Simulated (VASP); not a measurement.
An input for Quantum ESPRESSO's pw.x (written as the equivalent of a VASP run, and not itself run):

```
&CONTROL
  calculation = 'scf'
  pseudo_dir = './pseudo'
  outdir = './out'
  tprnfor = .true.
  tstress = .true.
/
&SYSTEM
  ibrav = 0
  nat = 16
  ntyp = 3
  ecutwfc = 84
  occupations = 'smearing'
  smearing = 'methfessel-paxton'
  degauss = 0.0147
  input_dft = 'pbe'
/
&ELECTRONS
  conv_thr = 7.3e-08
  electron_maxstep = 100
/
ATOMIC_SPECIES
  Zn 65.380 Zn.upf
  Sn 118.710 Sn.upf
  N 14.007 N.upf
CELL_PARAMETERS angstrom
     5.7125970    0.0000000    0.0000000
     0.0000000    6.5744040    0.0000000
     0.0000000    0.0000000    5.3479500
ATOMIC_POSITIONS crystal
  Zn   0.5830600  0.8749500  0.9988100
  Zn   0.4169400  0.1250500  0.4988100
  Zn   0.9169400  0.3749500  0.4988100
  Zn   0.0830600  0.6250500  0.9988100
  Sn   0.5884000  0.3750600  0.9992700
  Sn   0.4116000  0.6249400  0.4992700
  Sn   0.9116000  0.8750600  0.4992700
  Sn   0.0884000  0.1249400  0.9992700
  N    0.5824000  0.3743700  0.3783500
  N    0.4176000  0.6256300  0.8783500
  N    0.9176000  0.8743700  0.8783500
  N    0.0824000  0.1256300  0.3783500
  N    0.5797200  0.8757900  0.3735600
  N    0.4202800  0.1242100  0.8735600
  N    0.9202800  0.3757900  0.8735600
  N    0.0797200  0.6242100  0.3735600
K_POINTS automatic
  3 3 3 0 0 0
```

Task: Translate this input to VASP (INCAR, KPOINTS, POSCAR, choice of POTCAR).

Result: This is not unique; one that fits is 
### INCAR
```
# general
SYSTEM   =  ZnSnN2
PREC     =  Accurate
ENCUT    =  400
LREAL    =  Auto
LASPH    =  .TRUE.

# electronic loop
EDIFF    =  1E-6
NELM     =  100
ALGO     =  Normal
LMAXMIX  =  4

# smearing
ISMEAR   =  1
SIGMA    =  0.2

# functional
GGA      =  PE

# ions
ISIF     =  2

# output
LWAVE    =  .FALSE.
LCHARG   =  .FALSE.
```

File POSCAR:
```
ZnSnN2
1
    5.7125970000     0.0000000000     0.0000000000
    0.0000000000     6.5744040000     0.0000000000
    0.0000000000     0.0000000000     5.3479500000
Zn Sn N
4 4 8
Direct
  0.5830600000   0.8749500000   0.9988100000
  0.4169400000   0.1250500000   0.4988100000
  0.9169400000   0.3749500000   0.4988100000
  0.0830600000   0.6250500000   0.9988100000
  0.5884000000   0.3750600000   0.9992700000
  0.4116000000   0.6249400000   0.4992700000
  0.9116000000   0.8750600000   0.4992700000
  0.0884000000   0.1249400000   0.9992700000
  0.5824000000   0.3743700000   0.3783500000
  0.4176000000   0.6256300000   0.8783500000
  0.9176000000   0.8743700000   0.8783500000
  0.0824000000   0.1256300000   0.3783500000
  0.5797200000   0.8757900000   0.3735600000
  0.4202800000   0.1242100000   0.8735600000
  0.9202800000   0.3757900000   0.8735600000
  0.0797200000   0.6242100000   0.3735600000
```

File KPOINTS:
```
Automatic mesh
0
gamma
3 3 3
```

POTCAR, in this order: Zn Sn_d N (PBE.64 set). Program: vasp_std.

The two are equivalent in intent, not identical: the potentials are each code's own (VASP's PAW set, PseudoDojo norm-conserving files in pw.x), so ENCUT and ecutwfc are chosen apart and not converted; conv_thr bounds pw.x's estimated SCF error, while EDIFF bounds the energy change between steps.

The structure comes from a computed database's ZnSnN2 entry; how it stands against other phases isn't given here. The cell was not relaxed at this level.
